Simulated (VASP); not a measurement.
These are PBEsol GGA, VASP's PBE PAW potentials (set 64) (plane waves; VASP) values and carry that method's errors.

VASP input:

File KPOINTS:
```
Automatic mesh
0
Gamma
3 3 3
0 0 0
```

### POSCAR
```
Al3Sc
1
    8.1430472002     0.0000000000     0.0000000000
    0.0000000000     8.1430472002     0.0000000000
    0.0000000000     0.0000000000     8.1430472002
Sc Al
8 24
Direct
  0.0000000000   0.0000000000   0.0000000000
  0.0000000000   0.0000000000   0.5000000000
  0.0000000000   0.5000000000   0.0000000000
  0.0000000000   0.5000000000   0.5000000000
  0.5000000000   0.0000000000   0.0000000000
  0.5000000000   0.0000000000   0.5000000000
  0.5000000000   0.5000000000   0.0000000000
  0.5000000000   0.5000000000   0.5000000000
  0.0000000000   0.2500000000   0.2500000000
  0.0000000000   0.2500000000   0.7500000000
  0.0000000000   0.7500000000   0.2500000000
  0.0000000000   0.7500000000   0.7500000000
  0.5000000000   0.2500000000   0.2500000000
  0.5000000000   0.2500000000   0.7500000000
  0.5000000000   0.7500000000   0.2500000000
  0.5000000000   0.7500000000   0.7500000000
  0.2500000000   0.0000000000   0.2500000000
  0.2500000000   0.0000000000   0.7500000000
  0.2500000000   0.5000000000   0.2500000000
  0.2500000000   0.5000000000   0.7500000000
  0.7500000000   0.0000000000   0.2500000000
  0.7500000000   0.0000000000   0.7500000000
  0.7500000000   0.5000000000   0.2500000000
  0.7500000000   0.5000000000   0.7500000000
  0.2500000000   0.2500000000   0.0000000000
  0.2500000000   0.2500000000   0.5000000000
  0.2500000000   0.7500000000   0.0000000000
  0.2500000000   0.7500000000   0.5000000000
  0.7500000000   0.2500000000   0.0000000000
  0.7500000000   0.2500000000   0.5000000000
  0.7500000000   0.7500000000   0.0000000000
  0.7500000000   0.7500000000   0.5000000000
```

### QPOINTS
```
k-points along high-symmetry lines
13
Line-mode
Cartesian
  0.000000   0.000000   0.000000 ! GAMMA
  0.000000   0.122804   0.000000 ! X

  0.000000   0.122804   0.000000 ! X
  0.122804   0.122804   0.000000 ! M

  0.122804   0.122804   0.000000 ! M
  0.000000   0.000000   0.000000 ! GAMMA

  0.000000   0.000000   0.000000 ! GAMMA
  0.122804   0.122804   0.122804 ! R

  0.122804   0.122804   0.122804 ! R
  0.000000   0.122804   0.000000 ! X

  0.122804   0.122804   0.122804 ! R
  0.122804   0.122804   0.000000 ! M
```

### INCAR
```
! general
SYSTEM            =  Al3Sc
PREC              =  Accurate
ENCUT             =  400   ! plane-wave cut-off (eV)
LREAL             =  .False.   ! projection in real space or not
LASPH             =  .True.   ! aspherical one-centre terms

! electronic loop
EDIFF             =  1E-7
NELM              =  100
ALGO              =  Normal   ! blocked Davidson
LMAXMIX           =  4   ! l cut-off of mixed one-centre charges

! smearing
ISMEAR            =  1   ! Methfessel-Paxton
SIGMA             =  0.1

! functional
GGA               =  PS   ! PBEsol

! ions
IBRION            =  6
NSW               =  1   ! most ionic steps
ISIF              =  2
POTIM             =  0.015   ! step
NFREE             =  2

! output
LWAVE             =  .False.
LCHARG            =  .False.

! other
LPHON_DISPERSION  =  .True.
```

POTCAR, in this order: Sc_sv Al (PBE.64 set). Program: vasp_std.

Output

**OSZICAR**
```
       N       E                     dE             d eps       ncg     rms          rms(c)
DAV:   1     0.180776216473E+04    0.18078E+04   -0.55416E+04   856   0.123E+03
DAV:   2     0.366227898959E+02   -0.17711E+04   -0.17415E+04  1072   0.571E+02
DAV:   3    -0.158552052868E+03   -0.19517E+03   -0.18574E+03  1312   0.204E+02
DAV:   4    -0.173794626365E+03   -0.15243E+02   -0.14611E+02  1280   0.496E+01
DAV:   5    -0.174260265527E+03   -0.46564E+00   -0.45381E+00  1232   0.103E+01    0.266E+01
DAV:   6    -0.166606582533E+03    0.76537E+01   -0.37851E+01  1136   0.295E+01    0.950E+00
DAV:   7    -0.166163700489E+03    0.44288E+00   -0.99387E-01  1144   0.403E+00    0.485E+00
DAV:   8    -0.165994864805E+03    0.16884E+00   -0.28632E-01  1072   0.180E+00    0.554E-01
DAV:   9    -0.165992715863E+03    0.21489E-02   -0.32435E-02  1056   0.843E-01    0.355E-01
DAV:  10    -0.165992047032E+03    0.66883E-03   -0.29413E-03  1264   0.267E-01    0.204E-01
DAV:  11    -0.165992076325E+03   -0.29293E-04   -0.12305E-04  1240   0.515E-02    0.195E-01
DAV:  12    -0.165991912648E+03    0.16368E-03   -0.82625E-04  1040   0.126E-01    0.179E-01
DAV:  13    -0.165991906808E+03    0.58399E-05   -0.85082E-05  1008   0.306E-02    0.272E-02
DAV:  14    -0.165991908230E+03   -0.14218E-05   -0.49147E-06  1032   0.750E-03    0.136E-02
DAV:  15    -0.165991908832E+03   -0.60239E-06   -0.20025E-06  1088   0.720E-03    0.741E-03
DAV:  16    -0.165991909703E+03   -0.87097E-06   -0.10897E-06   928   0.379E-03    0.218E-03
DAV:  17    -0.165991909616E+03    0.87761E-07   -0.51333E-08   592   0.185E-03
   1 F= -.16599191E+03 E0= -.16598848E+03  d E =-.102937E-01
 Found     3 degrees of freedom:
       N       E                     dE             d eps       ncg     rms          rms(c)
DAV:   1    -0.165986956472E+03    0.49532E-02   -0.12118E+00  1400   0.939E+00    0.118E-01
DAV:   2    -0.165990769678E+03   -0.38132E-02   -0.42849E-02  1616   0.913E-01    0.465E-02
DAV:   3    -0.165990838326E+03   -0.68648E-04   -0.11413E-03  1832   0.153E-01    0.248E-02
DAV:   4    -0.165990840514E+03   -0.21878E-05   -0.82755E-05  1792   0.608E-02    0.154E-02
DAV:   5    -0.165990838789E+03    0.17247E-05   -0.21778E-05  1736   0.342E-02    0.649E-03
DAV:   6    -0.165990839044E+03   -0.25522E-06   -0.44078E-06  1888   0.124E-02    0.366E-03
DAV:   7    -0.165990839096E+03   -0.52198E-07   -0.65511E-07  1408   0.591E-03
   2 F= -.16599084E+03 E0= -.16598742E+03  d E =-.102679E-01
       N       E                     dE             d eps       ncg     rms          rms(c)
DAV:   1    -0.165977077948E+03    0.13761E-01   -0.40864E+00  1350   0.168E+01    0.228E-01
DAV:   2    -0.165990621159E+03   -0.13543E-01   -0.15358E-01  1596   0.166E+00    0.937E-02
DAV:   3    -0.165990844786E+03   -0.22363E-03   -0.42504E-03  1792   0.275E-01    0.507E-02
DAV:   4    -0.165990845494E+03   -0.70764E-06   -0.36006E-04  1808   0.120E-01    0.309E-02
DAV:   5    -0.165990838103E+03    0.73909E-05   -0.93724E-05  1784   0.666E-02    0.119E-02
DAV:   6    -0.165990838944E+03   -0.84076E-06   -0.16846E-05  1944   0.245E-02    0.810E-03
DAV:   7    -0.165990839068E+03   -0.12461E-06   -0.26738E-06  1776   0.121E-02    0.468E-03
DAV:   8    -0.165990839106E+03   -0.37468E-07   -0.65265E-07  1472   0.621E-03
   3 F= -.16599084E+03 E0= -.16598742E+03  d E =-.102680E-01
       N       E                     dE             d eps       ncg     rms          rms(c)
DAV:   1    -0.165987228917E+03    0.36102E-02   -0.12288E+00  1326   0.920E+00    0.968E-02
DAV:   2    -0.165991416141E+03   -0.41872E-02   -0.46030E-02  1630   0.972E-01    0.567E-02
DAV:   3    -0.165991447286E+03   -0.31145E-04   -0.12942E-03  1832   0.180E-01    0.344E-02
DAV:   4    -0.165991408379E+03    0.38907E-04   -0.11836E-04  1800   0.586E-02    0.137E-02
DAV:   5    -0.165991394416E+03    0.13963E-04   -0.30482E-05  1808   0.364E-02    0.637E-03
DAV:   6    -0.165991389088E+03    0.53275E-05   -0.11209E-05  1816   0.190E-02    0.483E-03
DAV:   7    -0.165991387076E+03    0.20120E-05   -0.39733E-06  1664   0.703E-03    0.293E-03
DAV:   8    -0.165991386292E+03    0.78380E-06   -0.13322E-06  1304   0.391E-03    0.949E-04
DAV:   9    -0.165991385950E+03    0.34244E-06   -0.64970E-07  1280   0.305E-03    0.308E-04
DAV:  10    -0.165991385866E+03    0.84054E-07   -0.23991E-07  1016   0.204E-03
   4 F= -.16599139E+03 E0= -.16598796E+03  d E =-.102793E-01
       N       E                     dE             d eps       ncg     rms          rms(c)
DAV:   1    -0.165991315173E+03    0.70777E-04   -0.89177E-02  1246   0.643E-01    0.901E-02
DAV:   2    -0.165991422596E+03   -0.10742E-03   -0.47433E-03  1832   0.288E-01    0.505E-02
DAV:   3    -0.165991390027E+03    0.32569E-04   -0.26014E-04  1760   0.483E-02    0.341E-02
DAV:   4    -0.165991385820E+03    0.42075E-05   -0.31065E-05  1512   0.170E-02    0.104E-02
DAV:   5    -0.165991385865E+03   -0.44880E-07   -0.48610E-06  1424   0.841E-03    0.241E-03
DAV:   6    -0.165991385869E+03   -0.48130E-08   -0.92595E-07  1352   0.510E-03
   5 F= -.16599139E+03 E0= -.16598796E+03  d E =-.102793E-01
       N       E                     dE             d eps       ncg     rms          rms(c)
DAV:   1    -0.165991070984E+03    0.31488E-03   -0.50030E-02  1754   0.529E-01    0.625E-02
DAV:   2    -0.165991210870E+03   -0.13989E-03   -0.31756E-03  2256   0.321E-01    0.555E-02
DAV:   3    -0.165991174113E+03    0.36757E-04   -0.23151E-04  2440   0.102E-01    0.295E-02
DAV:   4    -0.165991146168E+03    0.27945E-04   -0.52723E-05  2176   0.344E-02    0.155E-02
DAV:   5    -0.165991132817E+03    0.13351E-04   -0.28117E-05  2200   0.269E-02    0.501E-03
DAV:   6    -0.165991129576E+03    0.32410E-05   -0.61567E-06  2200   0.140E-02    0.258E-03
DAV:   7    -0.165991126138E+03    0.34374E-05   -0.49889E-06  1656   0.690E-03    0.108E-03
DAV:   8    -0.165991125405E+03    0.73321E-06   -0.22228E-06  1848   0.438E-03    0.723E-04
DAV:   9    -0.165991125148E+03    0.25737E-06   -0.43991E-07  1656   0.263E-03    0.304E-04
DAV:  10    -0.165991124992E+03    0.15582E-06   -0.32585E-07  1456   0.214E-03    0.230E-04
DAV:  11    -0.165991124971E+03    0.20729E-07   -0.87525E-08  1032   0.171E-03
   6 F= -.16599112E+03 E0= -.16598769E+03  d E =-.102934E-01
       N       E                     dE             d eps       ncg     rms          rms(c)
DAV:   1    -0.165991090510E+03    0.34482E-04   -0.81194E-02  1722   0.701E-01    0.105E-01
DAV:   2    -0.165991224205E+03   -0.13369E-03   -0.65364E-03  2312   0.457E-01    0.937E-02
DAV:   3    -0.165991146153E+03    0.78052E-04   -0.77643E-04  2392   0.176E-01    0.475E-02
DAV:   4    -0.165991125648E+03    0.20504E-04   -0.15966E-04  2256   0.649E-02    0.252E-02
DAV:   5    -0.165991125642E+03    0.66011E-08   -0.34891E-05  2480   0.420E-02    0.104E-02
DAV:   6    -0.165991124896E+03    0.74550E-06   -0.74334E-06  2312   0.204E-02    0.458E-03
DAV:   7    -0.165991124934E+03   -0.37666E-07   -0.70153E-07  1920   0.518E-03
   7 F= -.16599112E+03 E0= -.16598769E+03  d E =-.102934E-01
```

File OUTCAR:
```
------------------------ aborting loop because EDIFF is reached ----------------------------------------
  FORCE on cell =-STRESS in cart. coord.  units (eV):
  Direction    XX          YY          ZZ          XY          YZ          ZX
  --------------------------------------------------------------------------------------
  Total       -0.1904438     -0.1893924     -0.1891470      0.0000000      0.0000000      0.0000000
  in kB       -0.5650887     -0.5619688     -0.5612408      0.0000000      0.0000000      0.0000000
  external PRESSURE =      -0.5627661 kB  Pullay stress =       0.0000000 kB
  volume of cell :      539.96
      direct lattice vectors                 reciprocal lattice vectors
     8.143047200  0.000000000  0.000000000     0.122804151  0.000000000  0.000000000
     0.000000000  8.143047200  0.000000000     0.000000000  0.122804151  0.000000000
     0.000000000  0.000000000  8.143047200     0.000000000  0.000000000  0.122804151
 POSITION                                       TOTAL-FORCE (eV/Angst)
 -----------------------------------------------------------------------------------
      0.00000      0.00000      0.00000        -0.000000     -0.016699     -0.013146
      0.00000      0.00000      4.07152        -0.000000     -0.016699      0.013146
      0.00000      4.07152      0.00000        -0.000000     -0.016229      0.012554
      0.00000      4.07152      4.07152        -0.000000     -0.016229     -0.012554
      4.07152      0.00000      0.00000        -0.000000     -0.000477     -0.000291
      4.07152      0.00000      4.07152        -0.000000     -0.000477      0.000291
      4.07152      4.07152      0.00000        -0.000000     -0.000494      0.000338
      4.07152      4.07152      4.07152        -0.000000     -0.000494     -0.000338
      0.00000      2.02076      2.03576        -0.000000      0.104616      0.000000
      0.00000      2.03576      6.10729        -0.000000      0.000727      0.000000
      0.00000      6.10729      2.03576        -0.000000     -0.006153      0.000000
      0.00000      6.10729      6.10729        -0.000000      0.000296      0.000000
      4.07152      2.03576      2.03576        -0.000000     -0.000131      0.000000
      4.07152      2.03576      6.10729        -0.000000     -0.001029      0.000000
      4.07152      6.10729      2.03576        -0.000000     -0.001032      0.000000
      4.07152      6.10729      6.10729        -0.000000      0.002548      0.000000
      2.03576      0.00000      2.03576         0.007632     -0.007716      0.000000
      2.03576      0.00000      6.10729         0.001890      0.000093      0.000000
      2.03576      4.07152      2.03576        -0.007208     -0.007407      0.000000
      2.03576      4.07152      6.10729        -0.001895      0.000116      0.000000
      6.10729      0.00000      2.03576        -0.007632     -0.007716      0.000000
      6.10729      0.00000      6.10729        -0.001890      0.000093      0.000000
      6.10729      4.07152      2.03576         0.007208     -0.007407      0.000000
      6.10729      4.07152      6.10729         0.001895      0.000116      0.000000
      2.03576      2.03576      0.00000        -0.000063     -0.001018      0.000050
      2.03576      2.03576      4.07152        -0.000063     -0.001018     -0.000050
      2.03576      6.10729      0.00000         0.000004      0.000465     -0.000013
      2.03576      6.10729      4.07152         0.000004      0.000465      0.000013
      6.10729      2.03576      0.00000         0.000063     -0.001018      0.000050
      6.10729      2.03576      4.07152         0.000063     -0.001018     -0.000050
      6.10729      6.10729      0.00000        -0.000004      0.000465     -0.000013
      6.10729      6.10729      4.07152        -0.000004      0.000465      0.000013
 -----------------------------------------------------------------------------------
    total drift:                                0.000029     -0.000005     -0.000000
  FREE ENERGIE OF THE ION-ELECTRON SYSTEM (eV)
  ---------------------------------------------------
  free  energy   TOTEN  =      -165.9911249337 eV

  energy  without entropy=     -165.9808315227  energy(sigma->0) =     -165.98769380
```
(Selected blocks of OUTCAR.)

The cell is a supercell, built from Al3Sc (L1_2).
